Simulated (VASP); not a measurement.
Output of a VASP run:

File OUTCAR:
```
 ion  position               nearest neighbor table
   1  0.000  0.000  0.000-   2 2.35   2 2.35   2 2.35   2 2.35   2 2.35   2 2.35
   2  0.500  0.500  0.500-   1 2.35   1 2.35   1 2.35   1 2.35   1 2.35   1 2.35
  LATTYP: Found a face centered cubic cell.
 ALAT       =     4.7000000000
 Subroutine PRICEL returns:
 Original cell was already a primitive cell.
 Subroutine GETGRP returns: Found 48 space group operations
The static configuration has the point symmetry O_h .
The dynamic configuration has the point symmetry O_h .
 Subroutine INISYM returns: Found 48 space group operations
 Subroutine IBZKPT returns following result:
 Found     72 irreducible k-points:

 Following reciprocal coordinates:
            Coordinates               Weight
  0.000000  0.000000  0.000000      1.000000
  0.083333  0.000000  0.000000      8.000000
  0.166667  0.000000  0.000000      8.000000
  0.250000  0.000000  0.000000      8.000000
  0.333333  0.000000  0.000000      8.000000
  0.416667  0.000000  0.000000      8.000000
  0.500000  0.000000  0.000000      4.000000
  0.083333  0.083333  0.000000      6.000000
  0.166667  0.083333  0.000000     24.000000
  0.250000  0.083333  0.000000     24.000000
  0.333333  0.083333  0.000000     24.000000
  0.416667  0.083333  0.000000     24.000000
  0.500000  0.083333  0.000000     24.000000
 -0.416667  0.083333  0.000000     24.000000
 -0.333333  0.083333  0.000000     24.000000
 -0.250000  0.083333  0.000000     24.000000
 -0.166667  0.083333  0.000000     24.000000
 -0.083333  0.083333  0.000000     12.000000
  0.166667  0.166667  0.000000      6.000000
  0.250000  0.166667  0.000000     24.000000
  0.333333  0.166667  0.000000     24.000000
  0.416667  0.166667  0.000000     24.000000
  0.500000  0.166667  0.000000     24.000000
 -0.416667  0.166667  0.000000     24.000000
 -0.333333  0.166667  0.000000     24.000000
 -0.250000  0.166667  0.000000     24.000000
 -0.166667  0.166667  0.000000     12.000000
  0.250000  0.250000  0.000000      6.000000
  0.333333  0.250000  0.000000     24.000000
  0.416667  0.250000  0.000000     24.000000
  0.500000  0.250000  0.000000     24.000000
 -0.416667  0.250000  0.000000     24.000000
 -0.333333  0.250000  0.000000     24.000000
 -0.250000  0.250000  0.000000     12.000000
  0.333333  0.333333  0.000000      6.000000
  0.416667  0.333333  0.000000     24.000000
  0.500000  0.333333  0.000000     24.000000
 -0.416667  0.333333  0.000000     24.000000
 -0.333333  0.333333  0.000000     12.000000
  0.416667  0.416667  0.000000      6.000000
   k-points           NKPTS =     72   k-points in BZ     NKDIM =     72   number of bands    NBANDS=     12
   number of dos      NEDOS =    301   number of ions     NIONS =      2
   total plane-waves  NPLWV =  21952
   dimension x,y,z NGX =    28 NGY =   28 NGZ =   28
   dimension x,y,z NGXF=    56 NGYF=   56 NGZF=   56
   ions per type =               1   1
   PREC   = accura    normal or accurate (medium, high low for compatibility)
   ISTART =      0    job   : 0-new  1-cont  2-samecut
   ICHARG =      2    charge: 1-file 2-atom 10-const
   ISPIN  =      1    spin polarized calculation?
   LNONCOLLINEAR =      F non collinear calculations
   LSORBIT =      F    spin-orbit coupling
   INIWAV =      1    electr: 0-lowe 1-rand  2-diag
   ENCUT  =  520.0 eV  38.22 Ry    6.18 a.u.   6.18  6.18  6.18*2*pi/ulx,y,z
   NELM   =    100;   NELMIN=  2; NELMDL= -5     # of ELM steps
   EDIFF  = 0.1E-05   stopping-criterion for ELM
   LREAL  =      F    real-space projection
   NLSPLINE    = F    spline interpolate recip. space projectors
   LMAXMIX     =    4 max onsite mixed and CHGCAR
   VOSKOWN=      0    Vosko Wilk Nusair interpolation
   EDIFFG = -.1E-01   stopping-criterion for IOM
   NSW    =     60    number of steps for IOM
   NBLOCK =      1;   KBLOCK =     60    inner block; outer block
   IBRION =      2    ionic relax: 0-MD 1-quasi-New 2-CG
...
```

OSZICAR:
```
       N       E                     dE             d eps       ncg     rms          rms(c)
DAV:   1     0.115971401194E+03    0.11597E+03   -0.90462E+03  1728   0.135E+03
DAV:   2    -0.133894797503E+02   -0.12936E+03   -0.12184E+03  2020   0.336E+02
DAV:   3    -0.193081780922E+02   -0.59187E+01   -0.57858E+01  2544   0.650E+01
DAV:   4    -0.195262305157E+02   -0.21805E+00   -0.21794E+00  2228   0.118E+01
DAV:   5    -0.195320898316E+02   -0.58593E-02   -0.58591E-02  2488   0.164E+00    0.210E+01
DAV:   6    -0.159014675388E+02    0.36306E+01   -0.19077E+01  1936   0.297E+01    0.784E+00
DAV:   7    -0.157363787010E+02    0.16509E+00   -0.94338E-01  1996   0.793E+00    0.599E+00
DAV:   8    -0.157359276246E+02    0.45108E-03   -0.15001E-01  1848   0.366E+00    0.189E+00
DAV:   9    -0.157299679769E+02    0.59596E-02   -0.33887E-02  2096   0.125E+00    0.429E-01
DAV:  10    -0.157306352725E+02   -0.66730E-03   -0.21757E-03  2080   0.590E-01    0.418E-01
DAV:  11    -0.157304193904E+02    0.21588E-03   -0.70184E-04  1872   0.219E-01    0.205E-02
DAV:  12    -0.157304187934E+02    0.59707E-06   -0.20220E-05  2500   0.439E-02    0.772E-03
DAV:  13    -0.157304182705E+02    0.52289E-06   -0.70710E-07  1148   0.859E-03
   1 F= -.15730418E+02 E0= -.15730313E+02  d E =-.157304E+02
       N       E                     dE             d eps       ncg     rms          rms(c)
DAV:   1    -0.157821660679E+02   -0.51747E-01   -0.19057E+00  1748   0.160E+01    0.290E+00
DAV:   2    -0.157354366175E+02    0.46729E-01   -0.13456E-01  1752   0.454E+00    0.867E-01
DAV:   3    -0.157256948814E+02    0.97417E-02   -0.44591E-02  2340   0.180E+00    0.271E-01
DAV:   4    -0.157267728661E+02   -0.10780E-02   -0.22654E-03  2680   0.384E-01    0.247E-01
DAV:   5    -0.157276462258E+02   -0.87336E-03   -0.56233E-04  2796   0.155E-01    0.602E-02
DAV:   6    -0.157278421029E+02   -0.19588E-03   -0.43143E-04  2700   0.141E-01    0.234E-02
DAV:   7    -0.157278473607E+02   -0.52578E-05   -0.79728E-06  2028   0.355E-02    0.608E-03
DAV:   8    -0.157278472386E+02    0.12215E-06   -0.11107E-06  1396   0.935E-03
   2 F= -.15727847E+02 E0= -.15727774E+02  d E =0.257103E-02
       N       E                     dE             d eps       ncg     rms          rms(c)
DAV:   1    -0.157537854876E+02   -0.25938E-01   -0.75392E-01  1748   0.100E+01    0.185E+00
DAV:   2    -0.157345404843E+02    0.19245E-01   -0.48099E-02  1740   0.274E+00    0.539E-01
DAV:   3    -0.157309794221E+02    0.35611E-02   -0.19617E-02  2460   0.119E+00    0.203E-01
DAV:   4    -0.157314438373E+02   -0.46442E-03   -0.62109E-04  2580   0.199E-01    0.153E-01
DAV:   5    -0.157318697586E+02   -0.42592E-03   -0.56523E-04  2704   0.141E-01    0.198E-02
DAV:   6    -0.157318833864E+02   -0.13628E-04   -0.52374E-05  2596   0.638E-02    0.170E-02
DAV:   7    -0.157318847255E+02   -0.13391E-05   -0.12827E-06  1788   0.136E-02    0.120E-02
DAV:   8    -0.157318859721E+02   -0.12466E-05   -0.26042E-06  1560   0.180E-02    0.218E-03
DAV:   9    -0.157318859457E+02    0.26432E-07   -0.12355E-07   896   0.367E-03
   3 F= -.15731886E+02 E0= -.15731794E+02  d E =-.146768E-02
```

File OUTCAR:
```
------------------------ aborting loop because EDIFF is reached ----------------------------------------
  FORCE on cell =-STRESS in cart. coord.  units (eV):
  Direction    XX          YY          ZZ          XY          YZ          ZX
  --------------------------------------------------------------------------------------
  Total       -0.0004750     -0.0004750     -0.0004750      0.0000000     -0.0000000     -0.0000000
  in kB       -0.0290582     -0.0290582     -0.0290582      0.0000000     -0.0000000     -0.0000000
  external PRESSURE =      -0.0290582 kB  Pullay stress =       0.0000000 kB
  volume of cell :       26.19
      direct lattice vectors                 reciprocal lattice vectors
     0.000000000  2.357027917  2.357027917    -0.212131556  0.212131556  0.212131556
     2.357027917  0.000000000  2.357027917     0.212131556 -0.212131556  0.212131556
     2.357027917  2.357027917 -0.000000000     0.212131556  0.212131556 -0.212131556
 POSITION                                       TOTAL-FORCE (eV/Angst)
 -----------------------------------------------------------------------------------
      0.00000      0.00000      0.00000        -0.000000     -0.000000     -0.000000
      2.35703      2.35703      2.35703         0.000000      0.000000      0.000000
 -----------------------------------------------------------------------------------
    total drift:                                0.000000      0.000000      0.000000
  FREE ENERGIE OF THE ION-ELECTRON SYSTEM (eV)
  ---------------------------------------------------
  free  energy   TOTEN  =       -15.7318859457 eV

  energy  without entropy=      -15.7316090776  energy(sigma->0) =      -15.73179366

 reached required accuracy - stopping structural energy minimisation
```
(Selected blocks of OUTCAR.)

File POSCAR:
```
ZrC
1
    0.0000000000     2.3500000000     2.3500000000
    2.3500000000     0.0000000000     2.3500000000
    2.3500000000     2.3500000000     0.0000000000
Zr C
1 1
Direct
  0.0000000000   0.0000000000   0.0000000000
  0.5000000000   0.5000000000   0.5000000000
```

Reconstruct the remaining input files.

One answer among several that fit: the input of the run itself, optB88-vdW, plane waves, VASP's PBE PAW potentials (set 64).

**KPOINTS**
```
Automatic mesh
0
Gamma
12 12 12
0 0 0
```

INCAR:
```
SYSTEM = ZrC
PREC = Accurate; ENCUT = 520; LREAL = F
LASPH = T
EDIFF = 1E-6; NELM = 100; ALGO = Normal
LMAXMIX = 4
ISMEAR = 1; SIGMA = 0.1
GGA = BO; LUSE_VDW = T; AGGAC = 0.0
PARAM1 = 0.1833333333; PARAM2 = 0.22
IBRION = 2; NSW = 60; ISIF = 3
EDIFFG = -0.01
LWAVE = F; LCHARG = F
```

POTCAR, in this order: Zr_sv C (PBE.64 set). Program: vasp_std.

The compound is ZrC in the rock salt structure. This run relaxes it. Symmetry was kept, so distortions that lower it aren't found.
